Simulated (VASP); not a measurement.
Input of a VASP 6.6.1 run:

Contents of INCAR:

```
SYSTEM = Si48H16CF4
  PREC = Accurate
  ENCUT = 400
  EDIFF = 1E-6
  ISMEAR = 0
  SIGMA = 0.05
  LREAL = Auto
  LASPH = .True.
  NELM = 100
  ALGO = Normal
  ISIF = 2
  LWAVE = .False.
  LCHARG = .False.
  GGA = CA
  NBANDS = 160
  ISYM = 0
  NCORE = 4
```

The input KPOINTS:

```
Automatic mesh
0
Gamma
  1 1 1
  0 0 0
```

File POSCAR:

```
Si48H16CF4                              
1.0
    7.6805938572      7.6805938572      0.0000000000
   -7.6805938572      7.6805938572      0.0000000000
    0.0000000000      0.0000000000     23.4276500000
  Si              H               C               F             
    48    16     1     4
Selective dynamics
Direct
     0.6864350492784635    0.3138061933341205    0.4093722559745742   T   T   T
     0.8146044042811919    0.6812832950373656    0.4100774603624947   T   T   T
     0.0486467384086695    0.9515548501855832    0.4276389657007783   T   T   T
     0.3187872212245131    0.1855534043941666    0.4100115547348095   T   T   T
     0.9629574479323540    0.5389060255661933    0.4396076504840357   T   T   T
     0.2054078824538416    0.7947288602475495    0.4257556496568932   T   T   T
     0.4612488585798808    0.0373479272366923    0.4393831163164562   T   T   T
     0.5404948817131829    0.4596193901449232    0.4392588074840266   T   T   T
     0.8752637554225198    0.3903790124247183    0.3772821546831158   T   T   T
     0.8818563103198508    0.8716677563396140    0.3755929915078207   T   T   T
     0.1284322963228762    0.1182203512928181    0.3755430472077119   T   T   T
     0.3880404663810281    0.3767165231821773    0.3780846279112428   T   T   T
     0.1131248558221440    0.6281280565463820    0.3778925685734256   T   T   T
     0.3720933332826649    0.8868496208731692    0.3778754006266185   T   T   T
     0.6098161951184231    0.1250398406364510    0.3771410738008747   T   T   T
     0.6234576223380373    0.6120538725532728    0.3780852389267440   T   T   T
     0.9985850783414898    0.2525352383802105    0.3236661068182623   T   T   T
     0.0035395162596775    0.7497287131490501    0.3127008350094616   T   T   T
     0.2503151607871765    0.9963986614609658    0.3127050053204884   T   T   T
     0.4984137910240150    0.2508002852058729    0.3125308832509124   T   T   T
     0.2490257373413290    0.5007704814263121    0.3251406374023862   T   T   T
     0.4993742380374241    0.7509710617749613    0.3251035837004598   T   T   T
     0.7475853424497104    0.0014716096802894    0.3236489627879126   T   T   T
     0.7493432269871517    0.5015507178089322    0.3125742208961162   T   T   T
     0.8729710204864825    0.1271139929081842    0.2644830178400064   T   T   T
     0.8766485317036280    0.6254206353778133    0.2571096727398590   T   T   T
     0.1239056510363828    0.8760660796332077    0.2558117644599469   T   T   T
     0.3745755511538216    0.1233574639440485    0.2571162073823444   T   T   T
     0.1263885842466925    0.3746859909707336    0.2644044618974207   T   T   T
     0.3731259119761766    0.6268958272772176    0.2651591486631803   T   T   T
     0.6253980416641952    0.8736692417644636    0.2643905988998819   T   T   T
     0.6224175656599733    0.3776729427956950    0.2566816744370017   T   T   T
     0.7502652603057254    0.2497490354458134    0.2026808414392694   T   T   T
     0.7486672596470172    0.7516014199300736    0.2026260170328744   T   T   T
     0.9959556791211241    0.0040660014078238    0.2026288322821369   T   T   T
     0.2483880254609027    0.2513421271218729    0.2026325644215696   T   T   T
     0.0029915590382547    0.4975349641570269    0.2027648324220720   T   T   T
     0.2515275188634082    0.7484676463556617    0.2023085728621435   T   T   T
     0.5024723944095884    0.9970282849155644    0.2027657243199863   T   T   T
     0.4954278962012972    0.5045933777252057    0.2026777380787306   T   T   T
     0.8750000000000000    0.3750000000000000    0.1455075519999980   F   F   F
     0.8750000000000000    0.8750000000000000    0.1455075519999980   F   F   F
     0.1250000000000000    0.1250000000000000    0.1455075519999980   F   F   F
     0.3750000000000000    0.3750000000000000    0.1455075519999980   F   F   F
     0.1250000000000000    0.6250000000000000    0.1455075519999980   F   F   F
     0.3750000000000000    0.8750000000000000    0.1455075519999980   F   F   F
     0.6250000000000000    0.1250000000000000    0.1455075519999980   F   F   F
     0.6250000000000000    0.6250000000000000    0.1455075519999980   F   F   F
     0.9516281893000027    0.2983718106999973    0.1067115139999970   F   F   F
     0.7983718106999973    0.4516281893000027    0.1067115139999970   F   F   F
     0.9516281893000027    0.7983718106999973    0.1067115139999970   F   F   F
     0.7983718106999973    0.9516281893000027    0.1067115139999970   F   F   F
     0.2016281893000027    0.0483718106999973    0.1067115139999970   F   F   F
     0.0483718106999973    0.2016281893000027    0.1067115139999970   F   F   F
     0.4516281893000027    0.2983718106999973    0.1067115139999970   F   F   F
     0.2983718106999973    0.4516281893000027    0.1067115139999970   F   F   F
     0.2016281893000027    0.5483718106999973    0.1067115139999970   F   F   F
     0.0483718106999973    0.7016281893000027    0.1067115139999970   F   F   F
     0.4516281893000027    0.7983718106999973    0.1067115139999970   F   F   F
     0.2983718106999973    0.9516281893000027    0.1067115139999970   F   F   F
     0.7016281893000027    0.0483718106999973    0.1067115139999970   F   F   F
     0.5483718106999973    0.2016281893000027    0.1067115139999970   F   F   F
     0.7016281893000027    0.5483718106999973    0.1067115139999970   F   F   F
     0.5483718106999973    0.7016281893000027    0.1067115139999970   F   F   F
     0.2442139747437561    0.7548966438811655    0.5053264759582723   T   T   T
     0.3277397916188860    0.6597352858978834    0.5090819677565235   T   T   T
     0.2948950987492926    0.8522861422666698    0.5343172732275275   T   T   T
     0.1425347223427360    0.7188798240776825    0.5357952820058681   T   T   T
     0.0095558515382915    0.9908807013333557    0.4924942438613356   T   T   T
```

Potentials or basis: VASP PAW LDA potentials, release 64 (Si, H, C, F).

Launch:

```console
$ cat potpaw_LDA.64/Si/POTCAR potpaw_LDA.64/H/POTCAR potpaw_LDA.64/C/POTCAR potpaw_LDA.64/F/POTCAR > POTCAR
$ mpirun -np 8 vasp_gam > vasp.out
```

(1) Estimate the largest force.

(2) Estimate the band gap on the k mesh.

Answers

(1) 0.849 eV/Å.

(2) 0.43 eV, direct.
